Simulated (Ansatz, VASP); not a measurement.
**CdH2 in two plane-wave programs**

Wanted: the spread between two codes on one cell, functional and k mesh. The cell is generated by rule, not measured, and may not be a known phase. The cell is taken from a series of runs on this material, whose earlier steps may have relaxed, scaled, displaced or heated it; both programs get it as it stands.

Calculated with Ansatz 0.2.0; plane waves, with VASP 6.6.1 beside it; relaxation of cell and atoms at PBEsol.

## (1) Set-up

Symmetry: Fm-3m, No. 225, cubic system. The conventional cell has a = 5.017 Å, b = 5.017 Å, c = 5.017 Å, α = 90.00°, β = 90.00°, γ = 90.00°. Nearest to Cd lie 8 H at 2.17 Å. Nearest to H lie 4 Cd at 2.17 Å. Farther neighbours are not listed.

Coordinates:

```cif
data_structure
_symmetry_space_group_name_H-M 'Fm-3m'
_symmetry_Int_Tables_number 225
_cell_length_a 5.0170
_cell_length_b 5.0170
_cell_length_c 5.0170
_cell_angle_alpha 90.000
_cell_angle_beta 90.000
_cell_angle_gamma 90.000
_cell_volume 126.28
loop_
_atom_site_label
_atom_site_type_symbol
_atom_site_symmetry_multiplicity
_atom_site_Wyckoff_symbol
_atom_site_fract_x
_atom_site_fract_y
_atom_site_fract_z
_atom_site_occupancy
Cd1 Cd 4 a 0.00000 0.00000 0.00000 1
H1 H 8 c 0.25000 0.75000 0.75000 1
```

## (2) Ansatz: relaxation of cell and atoms, PBEsol, pair 1

Ansatz runs on its default PAW (the set named soft_2) files.

The relaxed volume is the usual yardstick between codes: in a stiff, nearly cubic crystal its relative difference is about their pressure difference at one cell divided by the bulk modulus.

input.yaml

```yaml
crystal:
  lattice:
    - [0.0, 2.5085147772, 2.5085147772]
    - [2.5085147772, 0.0, 2.5085147772]
    - [2.5085147772, 2.5085147772, 0.0]
  atoms:
    - { symbol: Cd, position: [0.0, 0.0, 0.0] }
    - { symbol: H, position: [0.25, 0.25, 0.25] }
    - { symbol: H, position: [0.75, 0.75, 0.75] }
kpoints:
  mp_grid: { grid: [12, 12, 12] }
hamiltonian:
  xc: pbesol
scf:
  occupations: { method: methfessel_paxton, width: 0.15 }
output:
  forces: true
  stress: true
  eigenvalues: true
relax:
  adjacent_minimum: "off"
  f_tol: 0.001
  max_steps: 60
  cell: { stress_tol: 0.01 }
```

Launch:

```
$ ansatz run input.yaml --threads 4 --pin off --max-ram 7168MiB --backend cpu --events-out ev --progress --plain --runs-dir out
```

Numbers of over 12 decimals in the logs are rounded to 6 here.

Log:

```text
Engine: ansatz 0.2.0, aarch64-unknown-linux-gnu
Pseudopotentials: kind: paw
Pseudopotential: Cd, paw, valence charge 20, recommended cutoff 420 eV (normal), Cd.paw.azcp
Pseudopotential: H, paw, valence charge 1, recommended cutoff 420 eV (normal), H.paw.azcp
Functional definition: PBEsol
  exchange = pbesol_x
  correlation = pbesol_c
Crystal: 3 atoms, lattice volume = 31.570 Å³
Basis set: ecut = 420 eV, 609 PW (Γ), exchange–correlation on 48×48×48 points (8 copies of the dense FFT grid, shifted against one another)
Bands: 15, of which v1, the nominal top of the filled ones, is band 11 counted from 1 (10 counted from 0)
Symmetry: 48 space group operations
Space group: Fm-3m (ITA 225), of the structure as read, at distance tolerance 3.2e-5 Å
k-points: 72 of 1728
Non-local potential: Cd, projectors of the file, l = 0: 3, l = 1: 2, l = 2: 2, l = 3: 1
Non-local potential: H, projectors of the file, l = 0: 2, l = 1: 1
PAW form: soft (Blöchl's): semilocal exchange-correlation on the pseudo side does not see the compensation charge
PAW frozen core: Cd, regenerated for the run's functional, and the local potential with it (the file was generated under x = pbe(κ = 0.804, μ = 0.219515), c = pbe(β = 0.066725))
PAW one-centre angular grid: Cd, 590 points (default); XC on 64 Gauss nodes
PAW one-centre angular grid: H, 110 points (default); XC on 64 Gauss nodes
Initial density: superposition of atomic densities (neutral atoms: chi_scale 0, normalization atom), corrected by the library's trained network
Initial wavefunctions: pseudopotential atomic-orbital guess
Functional: x = pbesol(κ = 0.804, μ = 0.123457), c = pbesol(β = 0.046)
SCF iter   1: F=—  HF=-8213.771858 eV  |F-HF|=—  |Δ(HF+E_count)|=         —  Δρ=1.23e-2  dr2=3.51e-2  ethr=1.77e-3  ⟨swp⟩=4.8  Hψ=4922  notcnv=0
preconditioner: auto → LDOS  [metal: Δε(μ)=0.052 eV  Ē_g=13.427 eV  σ=0.150 eV  W_gap=0.28  n_scr=14 (ndim 8)  ℏωp=24.7 eV  f_vac=0.044  D(μ)=0.93/eV (n_scr^D=8)  β→1.0]
SCF iter   2: F=—  HF=-8213.766446 eV  |F-HF|=—  |Δ(HF+E_count)|=   5.41e-3  S|Δr|=    0.00e0  Δρ=8.07e-3  dr2=1.48e-2  ethr=1.59e-4  ⟨swp⟩=2.2  Hψ=2303  notcnv=0
preconditioner: auto → Kerker (q_TF=auto, 2.569 Å⁻¹)  [metal: Δε(μ)=0.093 eV  Ē_g=13.545 eV  σ=0.150 eV  W_gap=0.48  n_scr=14 (ndim 8)  ℏωp=24.7 eV  f_vac=0.033  D(μ)=0.80/eV (n_scr^D=0)  β→0.5]
SCF iter   3: F=—  HF=-8213.761803 eV  |F-HF|=—  |Δ(HF+E_count)|=   4.64e-3  S|Δr|=    0.00e0  Δρ=1.92e-3  dr2=1.10e-3  ethr=6.74e-5  ⟨swp⟩=2.8  Hψ=2096  notcnv=0
SCF iter   4: F=—  HF=-8213.761590 eV  |F-HF|=—  |Δ(HF+E_count)|=   2.13e-4  S|Δr|=    0.00e0  Δρ=4.47e-4  dr2=6.68e-5  ethr=5.00e-6  ⟨swp⟩=1.4  Hψ=1154  notcnv=0
SCF iter   5: F=—  HF=-8213.761600 eV  |F-HF|=—  |Δ(HF+E_count)|=   9.70e-6  S|Δr|=    0.00e0  Δρ=1.05e-4  dr2=5.23e-6  ethr=3.03e-7  ⟨swp⟩=1.9  Hψ=1196  notcnv=0
SCF iter   6: F=—  HF=-8213.761603 eV  |F-HF|=—  |Δ(HF+E_count)|=   3.32e-6  S|Δr|=    0.00e0  Δρ=2.89e-5  dr2=2.53e-7  ethr=2.38e-8  ⟨swp⟩=2.1  Hψ=1469  notcnv=0
SCF iter   7: F=-8213.761604 eV  HF=-8213.761604 eV  |F-HF|=3.09e-9  |Δ(HF+E_count)|=   2.57e-7  S|Δr|=    0.00e0  Δρ=2.60e-6  dr2=1.75e-9  ethr=4.55e-10  ⟨swp⟩=5.0  Hψ=4383  notcnv=0
SCF 1 converged in 7 iterations: F = -8213.761604 eV  dr2 = 1.75e-9
  greatest PAW one-centre occupation: 1.000 electrons in one spin orbital (limit 2), on the Cd atom at site 0 (counted from 0), in its partial waves of l = 0
relax step   1: F+E_penalty+E_count = -8213.76160351 eV  Δ(F+E_penalty+E_count) = +0.000e0 eV  max|allowed force component| = 2.409e-19 eV/Å  Δτ_max = 0.0000 Å  P = -0.015 GPa  Ω = 31.570 Å³  (7 SCF iters, dr2 threshold 1.00e-7 eV, accepted)
[...]
relax step   2: F+E_penalty+E_count = -8213.76161549 eV  Δ(F+E_penalty+E_count) = -1.198e-5 eV  max|allowed force component| = 4.638e-19 eV/Å  Δτ_max = 0.0000 Å  P = +0.017 GPa  Ω = 31.555 Å³  energy of the carried Pulay correction = +1.206e-5 eV  (5 SCF iters, dr2 threshold 5.60e-10 eV, rejected (line search))
[...]
relax step   3: F+E_penalty+E_count = -8213.76160954 eV  Δ(F+E_penalty+E_count) = -6.033e-6 eV  max|allowed force component| = 1.084e-18 eV/Å  Δτ_max = 0.0000 Å  P = +0.000 GPa  Ω = 31.563 Å³  energy of the carried Pulay correction = +5.705e-6 eV  (6 SCF iters, accepted)
[...]
relax step   4: F+E_penalty+E_count = -8213.76160400 eV  Δ(F+E_penalty+E_count) = +5.546e-6 eV  max|allowed force component| = 1.464e-18 eV/Å  Δτ_max = 0.0000 Å  P = +0.000 GPa  Ω = 31.563 Å³  stress off target by 4.00e-5 GPa  SCF on the basis re-selected at this cell (its energy is not comparable with the rows above)  (4 SCF iters)
basis re-selected at this cell: Δ(F+E_penalty+E_count) = +5.546e-6 eV, ΔP = +0.000 GPa vs the last step (what re-selecting the basis moved, of the pressure what is left beyond the Pulay correction that the steps carried, after the strain that the cell walked since its last selection, with what the two solves' SCF thresholds leave and, on support functions, any second-order correction that the steps lacked; it is no m [...]
SCF converged after 4 iterations
Stability not checked: this state was not tested for a lower state beside it, because cold or Methfessel-Paxton smearing, or corrected tetrahedra, fill the levels in a way that the test cannot read (fill_not_monotonic; see scf.lower_state_search)
Free energy (F): -8213.761604 eV
Harris-Foulkes:  -8213.761604 eV  (|F-HF|=1.82e-12)
Internal energy: -8213.762143 eV  (E = F + TS)
E sigma→0 (E₀):  -8213.761739 eV
Entropy (-TS):   0.000539 eV (0.180 meV/atom)
Fermi energy:    9.743768 eV
--- Per-component energies (eV) ---
  E_band       = -473.943017
  E_kinetic    = 530.113838
  E_local      = -3412.765833  (includes V_loc(G=0)·N_el)
  E_nonlocal   = 39.552663
  E_hartree    = 1576.582567
  E_xc         = -192.208248
  E_vxc        = -242.887045  (∫ρ·V_xc dr)
  E_paw        = -4014.967383  (= ΣΔE_a)
  E_vpaw       = -541.119817  (= ΣTr[D̂ρ^β])
  E_aug_tail   = -0.001957  (compensation charges beyond the density's cutoff)
  E_ewald      = -2740.409750
  E_core_change = 0.341960  (= ΣΔE_core)
  E_smearing   = 0.000539  (= −TS)
  E_closure    = 0.000000  (closes the sum)
  Σ components = -8213.761604   (vs F -8213.761604, Δ=0.00e0)
--- Forces (eV/Å), atoms counted from 1 ---
  atom   1  Cd     0.00000000     0.00000000    -0.00000000
  atom   2  H      0.00000000     0.00000000     0.00000000
  atom   3  H     -0.00000000    -0.00000000    -0.00000000
  max |Σ_I F_I| component: 6.51e-19 eV/Å
--- Stress (GPa, compression-positive) ---
        0.000040       0.000000       0.000000
        0.000000       0.000040       0.000000
        0.000000       0.000000       0.000040
  P = ⅓ Tr σ = 0.0000 GPa (0.000 kbar)
--- Band table (eV; the first three rows and the last of 72) ---
  k-point 0: bands = [... 7 lower, 1.0550, 1.3533, 1.3533, 10.1292, 20.3593, 20.3593, 20.3593, 20.6107]
  k-point 1: bands = [... 7 lower, 1.0706, 1.3507, 1.3507, 10.1130, 18.6756, 19.9265, 19.9265, 20.0505]
  k-point 2: bands = [... 7 lower, 1.1053, 1.3523, 1.3523, 9.9441, 16.6887, 18.9598, 19.2364, 19.2364]
  k-point 71: bands = [... 7 lower, 1.3945, 1.5415, 6.6226, 6.6226, 9.2782, 11.8805, 19.1025, 19.1025]
--- Relaxed structure (3 steps of the walk, 2 accepted, 1 SCFs on fresh bases) ---
  F+E_penalty+E_count = -8213.76160400 eV   max|allowed force component| = 1.464e-18 eV/Å   (the final SCF, on the basis selected at the relaxed cell)
  cell:  # Å, volume = 31.5633 Å³
    - [0, 2.508328, 2.508328]
    - [2.508328, 0, 2.508328]
    - [2.508328, 2.508328, 0]
  atoms:
    - { symbol: Cd, position: [0, 0, 0] }
    - { symbol: H, position: [0.25, 0.25, 0.25] }
    - { symbol: H, position: [0.75, 0.75, 0.75] }
```

The column dr2 measures how far the density is from self-consistency, as an energy; F and HF (Harris–Foulkes) agree once it is small.

## (3) VASP: relaxation of cell and atoms, PBEsol, pair 1

The same cell, functional, mesh and smearing now go to VASP, with its own data sets.

Lines of VASP's logs that name or quote its potential files are left out, and so is its time.

INCAR

```
SYSTEM = CdH2
PREC = Accurate
ENCUT = 500
EDIFF = 1E-07
NELM = 120
ISMEAR = 1
SIGMA = 0.15
LREAL = .FALSE.
ALGO = Normal
GGA = PS
NBANDS = 13
LORBIT = 11
LWAVE = .FALSE.
LCHARG = .FALSE.
ISIF = 3
IBRION = 2
NSW = 80
EDIFFG = -0.005
LASPH = .TRUE.
GGA_COMPAT = .FALSE.
NELMIN = 4
KPAR = 2
```

POSCAR

```
CdH2
1.0
    0.0000000000      2.5085150000      2.5085150000
    2.5085150000      0.0000000000      2.5085150000
    2.5085150000      2.5085150000      0.0000000000
Cd H
1 2
Direct
    0.0000000000      0.0000000000      0.0000000000
    0.2499999003      0.2499999003      0.2499999003
    0.7499999003      0.7499999003      0.7499999003
```

KPOINTS

```
Automatic mesh
0
Gamma
12 12 12
0 0 0
```

Potentials, in the order of the species: Cd and H (PBE family, release 64).

Launch:

```
$ mpirun -np 2 vasp_std
```

Log:

```text
[banner, memory and clock lines left out]
running    2 mpi-ranks, on    1 nodes
 distrk:  each k-point on    1 cores,    2 groups
 distr:  one band on    1 cores,    1 groups

 POSCAR found type information on POSCAR CdH
 POSCAR found :  2 types and       3 ions
|                                                                             |
|               ----> ADVICE to this user running VASP <----                  |
|                                                                             |
|     You enforced a specific xc type in the INCAR file but a different       |
|     [... a line on the potential file left out ...]
|     I HOPE YOU KNOW WHAT YOU ARE DOING!                                     |
|                                                                             |

 LDA part: xc-table for (Slater+PW92), standard interpolation
 POSCAR, INCAR and KPOINTS ok, starting setup
 FFT: planning ... GRIDC
 FFT: planning ... GRID_SOFT
 FFT: planning ... GRID
 WAVECAR not read
 entering main loop
       N       E                     dE             d eps       ncg     rms          rms(c)
DAV:   1     0.743943803408E+02    0.74394E+02   -0.74239E+03  1928   0.100E+03
DAV:   2    -0.490738432344E+01   -0.79302E+02   -0.74844E+02  2142   0.242E+02
DAV:   3    -0.672653224226E+01   -0.18191E+01   -0.18107E+01  2202   0.401E+01
DAV:   4    -0.672930221645E+01   -0.27700E-02   -0.27699E-02  2172   0.159E+00
DAV:   5    -0.672931039871E+01   -0.81823E-05   -0.81821E-05  2263   0.834E-02    0.767E+00
DAV:   6    -0.622517061220E+01    0.50414E+00   -0.67458E-01  2205   0.126E+01    0.572E+00
DAV:   7    -0.618207845407E+01    0.43092E-01   -0.14588E-01  2002   0.285E+00    0.229E+00
DAV:   8    -0.618223202125E+01   -0.15357E-03   -0.16131E-02  2127   0.158E+00    0.291E-01
DAV:   9    -0.618241426325E+01   -0.18224E-03   -0.55861E-04  2010   0.324E-01    0.644E-02
DAV:  10    -0.618243524280E+01   -0.20980E-04   -0.67283E-05  2112   0.130E-01    0.271E-02
DAV:  11    -0.618243901129E+01   -0.37685E-05   -0.40304E-06  2015   0.165E-02    0.318E-03
DAV:  12    -0.618243881743E+01    0.19386E-06   -0.50844E-07  2203   0.994E-03    0.200E-03
DAV:  13    -0.618243882047E+01   -0.30370E-08   -0.61453E-08  1371   0.198E-03
   1 F= -.61824388E+01 E0= -.61826530E+01  d E =-.618244E+01
 curvature:   0.00 expect dE= 0.000E+00 dE for cont linesearch  0.000E+00
 trial: gam= 0.00000 g(F)=  0.572E-44 g(S)=  0.158E-03 ort = 0.000E+00 (trialstep = 0.100E+01)
 search vector abs. value=  0.158E-03
 bond charge predicted
       N       E                     dE             d eps       ncg     rms          rms(c)
DAV:   1    -0.618367951610E+01   -0.12407E-02   -0.20484E-02  2102   0.212E+00    0.255E-01
DAV:   2    -0.618263638386E+01    0.10431E-02   -0.25175E-03  2142   0.858E-01    0.894E-02
DAV:   3    -0.618255764093E+01    0.78743E-04   -0.15141E-04  2132   0.183E-01    0.782E-02
DAV:   4    -0.618254185512E+01    0.15786E-04   -0.20521E-05  1927   0.403E-02    0.423E-03
DAV:   5    -0.618254180952E+01    0.45595E-07   -0.84503E-07  2139   0.135E-02
   2 F= -.61825418E+01 E0= -.61827628E+01  d E =-.102989E-03
 trial-energy change:   -0.000103  1 .order   -0.000101   -0.000158   -0.000044
 step:   1.3345(harm=  1.3849)  dis= 0.00000  next Energy=    -6.182549 (dE=-0.110E-03)
 bond charge predicted
       N       E                     dE             d eps       ncg     rms          rms(c)
DAV:   1    -0.618268091265E+01   -0.13906E-03   -0.23174E-03  2102   0.712E-01    0.849E-02
DAV:   2    -0.618256460328E+01    0.11631E-03   -0.28217E-04  2137   0.287E-01    0.296E-02
DAV:   3    -0.618255564019E+01    0.89631E-05   -0.16934E-05  2152   0.611E-02    0.259E-02
DAV:   4    -0.618255326071E+01    0.23795E-05   -0.23647E-06  1932   0.137E-02    0.139E-03
DAV:   5    -0.618255326206E+01   -0.13467E-08   -0.91354E-08  1081   0.456E-03
   3 F= -.61825533E+01 E0= -.61827766E+01  d E =-.114442E-03
 curvature:  -0.68 expect dE=-0.869E-06 dE for cont linesearch -0.869E-06
 trial: gam=-0.08185 g(F)=  0.171E-42 g(S)=  0.128E-05 ort = 0.142E-04 (trialstep = 0.107E+01)
 search vector abs. value=  0.104E-07
 reached required accuracy - stopping structural energy minimisation
```

Parts of OUTCAR (step 3):

```text
ion  position               nearest neighbor table
   1  0.000  0.000  0.000-   2 2.17   3 2.17   3 2.17   3 2.17   2 2.17   2 2.17   2 2.17   3 2.17

  LATTYP: Found a face centered cubic cell.
 ALAT       =     5.0170300000

 Subroutine GETGRP returns: Found 48 space group operations
 (whereof 48 operations were pure point group operations)

The static configuration has the point symmetry O_h .

 Found     72 irreducible k-points:

   k-points           NKPTS =     72   k-points in BZ     NKDIM =     72   number of bands    NBANDS=     13

   dimension x,y,z NGX =    28 NGY =   28 NGZ =   28
   dimension x,y,z NGXF=    56 NGYF=   56 NGZF=   56

   ENCUT  =  500.0 eV  36.75 Ry    6.06 a.u.   6.47  6.47  6.47*2*pi/ulx,y,z

   NELECT =      14.0000    total number of electrons

 k-points in reciprocal lattice and weights: Automatic mesh
   0.00000000  0.00000000  0.00000000       0.001
   0.08333333  0.00000000  0.00000000       0.005
   0.16666667  0.00000000  0.00000000       0.005
   0.25000000  0.00000000  0.00000000       0.005
   0.33333333  0.00000000  0.00000000       0.005
   0.41666667  0.00000000  0.00000000       0.005
   0.50000000  0.00000000  0.00000000       0.002
   0.08333333  0.08333333  0.00000000       0.003
   0.16666667  0.08333333  0.00000000       0.014
[...]
-0.33333333  0.50000000  0.16666667       0.007
  -0.25000000  0.50000000  0.25000000       0.003

 average (electrostatic) potential at core
       1 -40.0837       2 -34.4463       3 -34.4463

 E-fermi :   1.5514

 k-point     1 :       0.0000    0.0000    0.0000
  band No.  band energies     occupation
    ...
      2      -7.1387      2.00000
      3      -7.1387      2.00000
      4      -7.1387      2.00000
      5      -6.8431      2.00000
      6      -6.8431      2.00000
      7       2.0072     -0.00015
      8      12.1611      0.00000
      9      12.1611      0.00000
     10      12.1611      0.00000
     11      12.3733      0.00000
    ...

 k-point     2 :       0.0833    0.0000    0.0000
  band No.  band energies     occupation
    ...
      2      -7.1678      2.00000
      3      -7.1232      2.00000
      4      -7.1232      2.00000
      5      -6.8457      2.00000
      6      -6.8457      2.00000
      7       1.9851     -0.00034
      8      10.4588      0.00000
      9      11.7153      0.00000
     10      11.7153      0.00000
     11      11.8571      0.00000
    ...

 k-point     3 :       0.1667    0.0000    0.0000
  band No.  band energies     occupation
    ...
      2      -7.1759      2.00000
      3      -7.0888      2.00000
      4      -7.0888      2.00000
      5      -6.8441      2.00000
      6      -6.8441      2.00000
      7       1.7955     -0.04361
      8       8.4811      0.00000
      9      10.8036      0.00000
     10      11.0197      0.00000
     11      11.0197      0.00000
    ...

  Total        0.0051442      0.0051442      0.0051442      0.0000000      0.0000000     -0.0000000
  in kB        0.2601051      0.2601051      0.2601051      0.0000000      0.0000000     -0.0000000
  external PRESSURE =       0.2601051 kB  Pullay stress =       0.0000000 kB

  energy-cutoff  :      500.00
  volume of cell :       31.69
      direct lattice vectors                 reciprocal lattice vectors
     0.000000000  2.511593936  2.511593936    -0.199076767  0.199076767  0.199076767
     2.511593936  0.000000000  2.511593936     0.199076767 -0.199076767  0.199076767
     2.511593936  2.511593936 -0.000000000     0.199076767  0.199076767 -0.199076767

 POSITION                                       TOTAL-FORCE (eV/Angst)
 -----------------------------------------------------------------------------------
      0.00000      0.00000      0.00000         0.000000      0.000000     -0.000000
      1.25580      1.25580      1.25580        -0.000000     -0.000000     -0.000000
      3.76739      3.76739      3.76739         0.000000      0.000000      0.000000
 -----------------------------------------------------------------------------------
    total drift:                                0.000025      0.000025      0.000025

  FREE ENERGIE OF THE ION-ELECTRON SYSTEM (eV)
  ---------------------------------------------------
  free  energy   TOTEN  =        -6.1825532621 eV

  energy  without entropy=       -6.1832234225  energy(sigma->0) =       -6.18277665

 reached required accuracy - stopping structural energy minimisation

 total charge
# of ion       s       p       d       tot
------------------------------------------
    1        0.437   0.276   9.557  10.270
    2        0.475   0.009   0.000   0.484
    3        0.475   0.009   0.000   0.484
--------------------------------------------------
tot          1.388   0.293   9.557  11.237

[... 3 further parts left out ...]
```

CONTCAR:

```
CdH2
   1.00000000000000
     0.0000000000000000    2.5115939356475323    2.5115939356475323
     2.5115939356475323    0.0000000000000000    2.5115939356475323
     2.5115939356475323    2.5115939356475323   -0.0000000000000000
  Cd              H
     1     2
Direct
     0.0000000000000000    0.0000000000000000    0.0000000000000000
     0.2499999002999971    0.2499999002999971    0.2499999002999971
     0.7499999002999971    0.7499999002999971    0.7499999002999971
```

## (4) Differences

Known differences besides the potentials themselves: the data sets hold 22 valence electrons in Ansatz (on its default PAW (the set named soft_2) files) and 14 in VASP; the cutoff is 420 eV in Ansatz and 500 eV in VASP; Ansatz makes its cores anew for this functional, VASP keeps those of its PBE data sets; Ansatz adds a Pulay correction to the stress that steers its cell, VASP none. Total energies have different zeros and are not compared.

Compared:

```
                                         quantity  Ansatz   VASP  difference
                                      volume (Å³)   31.56  31.69     -0.39 %
edge a after relaxation, in the typed setting (Å)   3.547  3.552     -0.13 %
```

[end of part 1 of 2]

[Lines on the potential files, build, host, timing and source positions are cut from VASP's logs without a mark.]

[Logs are printed without paths, hosts, clocks, repeated set-up lines and the standing remarks that a program may print on its own settings, such as how far it seeks lower states.]

[Hosts, paths, dates, database ids (printed as entryN), source tags and the programs' standing remarks are cut or masked in the printed files.]
